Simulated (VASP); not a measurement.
All values below come from G0W0 on PBE orbitals, VASP's PBE PAW potentials (set 64) (plane waves; VASP).

Input for VASP

File KPOINTS:
```
Regular mesh
0
Gamma
6 6 6
0 0 0
```

File POSCAR:
```
MgO
1
    0.0000000000     2.0970000000     2.0970000000
    2.0970000000     0.0000000000     2.0970000000
    2.0970000000     2.0970000000     0.0000000000
Mg O
1 1
Direct
  0.0000000000   0.0000000000   0.0000000000
  0.5000000000   0.5000000000   0.5000000000
```

INCAR:
```
SYSTEM = MgO
PREC = Normal; ENCUT = 500; LREAL = F
LASPH = T; NBANDS = 88
ALGO = EVGW0
ISMEAR = 0; SIGMA = 0.01
GGA = PE
LWAVE = F; LCHARG = F
NELMGW = 1; NOMEGA = 64; ENCUTGW = 170
NBANDSGW = 16; LSPECTRALGW = T
```

POTCAR, in this order: Mg_sv_GW O_GW_new (PBE.64 set). Program: vasp_std. Read from the step before: WAVECAR, WAVEDER.

Output of the run:

OSZICAR:
```
energies w=
    0.000    0.000    1.757    0.000    3.510    0.000    5.257    0.000
    6.993    0.000    8.717    0.000   10.425    0.000   12.116    0.000
   13.788    0.000   15.440    0.000   17.070    0.000   18.680    0.000
   20.269    0.000   21.838    0.000   23.387    0.000   24.918    0.000
   26.432    0.000   27.932    0.000   29.418    0.000   30.894    0.000
   32.361    0.000   33.822    0.000   35.279    0.000   36.735    0.000
   38.193    0.000   39.656    0.000   41.127    0.000   42.609    0.000
   44.107    0.000   45.623    0.000   47.161    0.000   48.727    0.000
   50.324    0.000   51.958    0.000   53.635    0.000   55.359    0.000
   57.138    0.000   58.979    0.000   60.890    0.000   62.881    0.000
   64.961    0.000   67.143    0.000   69.439    0.000   71.865    0.000
   74.437    0.000   77.178    0.000   80.109    0.000   83.259    0.000
   86.660    0.000   90.352    0.000   94.380    0.000   98.803    0.000
  103.688    0.000  109.121    0.000  115.208    0.000  122.085    0.000
  129.924    0.000  138.949    0.000  149.460    0.000  161.862    0.000
  176.717    0.000  194.833    0.000  217.407    0.000  246.297    0.000
NQ=   1    0.0000    0.0000    0.0000,
 performed        321000 updates of chi_q(r,r)
NQ=   2    0.1667    0.0000    0.0000,
 performed        901000 updates of chi_q(r,r)
NQ=   3    0.3333    0.0000    0.0000,
 performed       1481000 updates of chi_q(r,r)
NQ=   4    0.5000    0.0000    0.0000,
 performed       1920000 updates of chi_q(r,r)
NQ=   5    0.1667    0.1667    0.0000,
 performed       2435000 updates of chi_q(r,r)
NQ=   6    0.3333    0.1667    0.0000,
 performed       3252000 updates of chi_q(r,r)
NQ=   7    0.5000    0.1667    0.0000,
 performed       4069000 updates of chi_q(r,r)
NQ=   8   -0.3333    0.1667    0.0000,
 performed       4886000 updates of chi_q(r,r)
NQ=   9   -0.1667    0.1667    0.0000,
 performed       5556000 updates of chi_q(r,r)
NQ=  10    0.3333    0.3333    0.0000,
 performed       6071000 updates of chi_q(r,r)
NQ=  11    0.5000    0.3333    0.0000,
 performed       6888000 updates of chi_q(r,r)
NQ=  12   -0.3333    0.3333    0.0000,
 performed       7558000 updates of chi_q(r,r)
NQ=  13    0.5000    0.5000    0.0000,
 performed       7964000 updates of chi_q(r,r)
NQ=  14    0.5000    0.3333    0.1667,
 performed       8786000 updates of chi_q(r,r)
NQ=  15   -0.3333    0.3333    0.1667,
 performed       9535000 updates of chi_q(r,r)
NQ=  16   -0.3333    0.5000    0.1667,
 performed      10205000 updates of chi_q(r,r)
 resolving degeneracies of screened two electron integrals
```

File OUTCAR:
```


 k-point   1 :       0.0000    0.0000    0.0000
  band No.  KS-energies  QP-energies   sigma(KS)   V_xc(KS)     V^pw_x(r,r')   Z            occupation Imag(sigma)

      1     -67.7507     -79.3979     -48.1065     -33.7088     -56.4607       0.8090       2.0000       0.6802
      2     -34.4795     -41.5770     -41.7925     -33.1412     -48.6707       0.8204       2.0000       0.3026
      3     -34.4795     -41.5770     -41.7925     -33.1412     -48.6707       0.8204       2.0000       0.3026
      4     -34.4795     -41.5770     -41.7925     -33.1412     -48.6707       0.8204       2.0000       0.3026
      5     -12.8101     -15.2653     -21.7009     -18.3748     -30.1984       0.7381       2.0000       1.4906
      6       4.5038       3.0853     -21.7131     -19.9103     -25.4451       0.7869       2.0000       0.2430
      7       4.5038       3.0853     -21.7131     -19.9103     -25.4451       0.7869       2.0000       0.2430
      8       4.5038       3.0853     -21.7131     -19.9103     -25.4451       0.7869       2.0000       0.2430
      9       9.3616      10.4691     -12.2051     -13.5211      -8.7296       0.8415       0.0000      -0.1479
     10      20.3811      21.5047      -8.3302      -9.6687      -3.7182       0.8395       0.0000      -0.2631
     11      20.3811      21.5047      -8.3302      -9.6687      -3.7182       0.8395       0.0000      -0.2631
     12      20.3811      21.5047      -8.3302      -9.6687      -3.7182       0.8395       0.0000      -0.2631
     13      24.3098      24.8733      -7.2768      -7.9657      -1.7434       0.8180       0.0000      -0.7373
     14      26.1160      27.5764      -9.1698     -10.9158      -4.2530       0.8365       0.0000      -0.3462
     15      26.1160      27.5764      -9.1698     -10.9158      -4.2530       0.8365       0.0000      -0.3462
     16      29.1075      30.8251     -10.9261     -13.0270      -5.0814       0.8176       0.0000      -0.6888

 k-point   2 :       0.1667    0.0000    0.0000
  band No.  KS-energies  QP-energies   sigma(KS)   V_xc(KS)     V^pw_x(r,r')   Z            occupation Imag(sigma)

      1     -67.7524     -79.3473     -48.1112     -33.7153     -56.4673       0.8054       2.0000       0.6792
      2     -34.5027     -41.5301     -41.7421     -33.0919     -48.6222       0.8124       2.0000       0.3105
      3     -34.4820     -41.5738     -41.7869     -33.1376     -48.6653       0.8199       2.0000       0.3020
      4     -34.4820     -41.5738     -41.7869     -33.1376     -48.6653       0.8199       2.0000       0.3020
      5     -12.5157     -14.9555     -21.9478     -18.6465     -30.4176       0.7390       2.0000       1.4584
      6       2.9851       1.3853     -20.0662     -18.0300     -23.7287       0.7857       2.0000       0.2700
      7       4.3230       2.8723     -21.5354     -19.6889     -25.2926       0.7857       2.0000       0.2475
      8       4.3230       2.8723     -21.5354     -19.6889     -25.2926       0.7857       2.0000       0.2475
      9      10.7848      12.0135     -13.0806     -14.5581      -9.6022       0.8316       0.0000      -0.1571
     10      18.0467      19.1476      -8.9434     -10.2658      -4.3851       0.8325       0.0000      -0.2596
     11      20.9697      22.1494      -8.6744     -10.0869      -3.9721       0.8352       0.0000      -0.2844
     12      20.9697      22.1494      -8.6744     -10.0869      -3.9721       0.8352       0.0000      -0.2844
     13      24.8806      26.3494      -9.5900     -11.3566      -4.6029       0.8315       0.0000      -0.3636
     14      24.8806      26.3494      -9.5900     -11.3566      -4.6029       0.8315       0.0000      -0.3636
     15      27.0069      28.1881      -9.2473     -10.6623      -3.5674       0.8348       0.0000      -0.8098
     16      29.9404      31.2326      -8.7347     -10.2410      -3.0940       0.8579       0.0000      -0.9193

 k-point   3 :       0.3333    0.0000    0.0000
  band No.  KS-energies  QP-energies   sigma(KS)   V_xc(KS)     V^pw_x(r,r')   Z            occupation Imag(sigma)

      1     -67.7468     -79.3988     -48.1169     -33.7224     -56.4744       0.8095       2.0000       0.6770
      2     -34.5482     -41.5405     -41.6400     -32.9939     -48.5235       0.8087       2.0000       0.3259
      3     -34.4867     -41.5667     -41.7755     -33.1291     -48.6542       0.8188       2.0000       0.3008
      4     -34.4867     -41.5667     -41.7755     -33.1291     -48.6542       0.8188       2.0000       0.3008
      5     -11.8469     -14.2507     -22.5725     -19.3288     -30.9927       0.7410       2.0000       1.3819
      6       0.7993      -1.0890     -18.6417     -16.2094     -22.6154       0.7764       2.0000       0.3526
      7       3.9909       2.4792     -21.2313     -19.3042     -25.0376       0.7845       2.0000       0.2561
      8       3.9909       2.4792     -21.2313     -19.3042     -25.0376       0.7845       2.0000       0.2561
      9      12.2841      13.4875     -11.5027     -12.9422      -7.6536       0.8360       0.0000      -0.1794
     10      16.9414      18.4510     -12.1160     -13.9804      -7.5497       0.8097       0.0000      -0.2698
     11      21.2294      22.5778      -9.5913     -11.2074      -4.8922       0.8343       0.0000      -0.2812
     12      21.2294      22.5778      -9.5913     -11.2074      -4.8922       0.8343       0.0000      -0.2812
     13      25.5598      26.9263      -9.4808     -11.1416      -4.1325       0.8228       0.0000      -0.5002
     14      25.5598      26.9263      -9.4808     -11.1416      -4.1325       0.8228       0.0000      -0.5002
     15      26.1673      27.4451      -9.5712     -11.1153      -3.9515       0.8275       0.0000      -0.6425
     16      33.9689      35.5050      -8.8330     -10.6033      -3.0756       0.8677       0.0000      -1.3019

 k-point   4 :       0.5000    0.0000    0.0000
  band No.  KS-energies  QP-energies   sigma(KS)   V_xc(KS)     V^pw_x(r,r')   Z            occupation Imag(sigma)

      1     -67.7445     -79.3815     -48.1199     -33.7263     -56.4782       0.8085       2.0000       0.6760
      2     -34.5709     -41.5290     -41.5895     -32.9463     -48.4746       0.8050       2.0000       0.3333
      3     -34.4890     -41.5627     -41.7694     -33.1249     -48.6482       0.8183       2.0000       0.3002
      4     -34.4890     -41.5627     -41.7694     -33.1249     -48.6482       0.8183       2.0000       0.3002
      5     -11.4623     -13.8468     -22.9876     -19.7807     -31.3920       0.7435       2.0000       1.3377
      6      -0.1631      -2.1625     -18.0125     -15.4189     -22.1357       0.7709       2.0000       0.4023
      7       3.8346       2.2971     -21.0982     -19.1355     -24.9277       0.7834       2.0000       0.2599
      8       3.8346       2.2971     -21.0982     -19.1355     -24.9277       0.7834       2.0000       0.2599
      9      12.4921      13.5683     -10.2323     -11.5089      -6.3122       0.8430       0.0000      -0.1789
     10      17.2645      19.0749     -14.2087     -16.4946      -9.4464       0.7920       0.0000      -0.3030
     11      20.9791      22.3752      -9.8694     -11.5404      -5.2202       0.8355       0.0000      -0.2686
     12      20.9791      22.3752      -9.8694     -11.5404      -5.2202       0.8355       0.0000      -0.2686
     13      25.6017      26.7833      -9.1783     -10.6092      -3.6103       0.8258       0.0000      -0.6029
     14      27.1679      28.5230      -9.7934     -11.4591      -3.9354       0.8136       0.0000      -0.7183
     15      27.1679      28.5230      -9.7934     -11.4591      -3.9354       0.8136       0.0000      -0.7183
     16      33.3201      35.0620      -9.4823     -11.4811      -3.9136       0.8715       0.0000      -1.1653

 k-point   5 :       0.1667    0.1667    0.0000
  band No.  KS-energies  QP-energies   sigma(KS)   V_xc(KS)     V^pw_x(r,r')   Z            occupation Imag(sigma)

      1     -67.7513     -79.3626     -48.1121     -33.7164     -56.4683       0.8066       2.0000       0.6790
      2     -34.5010     -41.5349     -41.7416     -33.0953     -48.6227       0.8135       2.0000       0.3091
      3     -34.4872     -41.5619     -41.7785     -33.1270     -48.6558       0.8177       2.0000       0.3031
      4     -34.4872     -41.5619     -41.7785     -33.1270     -48.6558       0.8177       2.0000       0.3031
      5     -12.4268     -14.8620     -22.0151     -18.7229     -30.4780       0.7397       2.0000       1.4492
      6       2.9053       1.3055     -19.9561     -17.9184     -23.6129       0.7851       2.0000       0.2716
      7       4.1103       2.6209     -21.3600     -19.4630     -25.1319       0.7851       2.0000       0.2518
      8       4.1103       2.6209     -21.3600     -19.4630     -25.1319       0.7851       2.0000       0.2518
      9      11.2696      12.5608     -13.4466     -15.0093      -9.9361       0.8263       0.0000      -0.1627
     10      17.2645      18.2103      -7.9740      -9.0981      -3.5330       0.8414       0.0000      -0.2346
     11      21.2877      22.5799      -9.4377     -11.0019      -4.5927       0.8261       0.0000      -0.3155
     12      21.2877      22.5799      -9.4377     -11.0019      -4.5927       0.8261       0.0000      -0.3155
     13      22.3528      23.8106     -10.0098     -11.7625      -5.1447       0.8318       0.0000      -0.3131
     14      26.9687      28.4494      -9.2121     -10.9828      -4.2219       0.8362       0.0000      -0.3811
     15      29.3129      30.2427      -7.4942      -8.5457      -1.9524       0.8843       0.0000      -1.1024
     16      30.4181      32.0649     -10.2605     -12.2510      -4.4375       0.8273       0.0000      -0.7542

 k-point   6 :       0.3333    0.1667    0.0000
  band No.  KS-energies  QP-energies   sigma(KS)   V_xc(KS)     V^pw_x(r,r')   Z            occupation Imag(sigma)

      1     -67.7472     -79.3892     -48.1170     -33.7226     -56.4744       0.8088       2.0000       0.6774
      2     -34.5338     -41.5465     -41.6728     -33.0259     -48.5539       0.8110       2.0000       0.3184
      3     -34.4931     -41.5586     -41.7646     -33.1155     -48.6420       0.8169       2.0000       0.3024
      4     -34.4931     -41.5586     -41.7646     -33.1155     -48.6420       0.8169       2.0000       0.3024
      5     -11.9014     -14.3033     -22.4811     -19.2372     -30.9060       0.7404       2.0000       1.3907
...
```
(Selected blocks of OUTCAR.)

The mesh is coarse and the basis finite, so the quasiparticle values are not converged.

The structure comes from a computed database's MgO entry (Fm-3m); how it stands against other phases isn't given here. The cell was not relaxed at this level. The k-mesh is coarse (spacing up to 0.43 per Å, 2π included), so the numbers may not be converged in it.
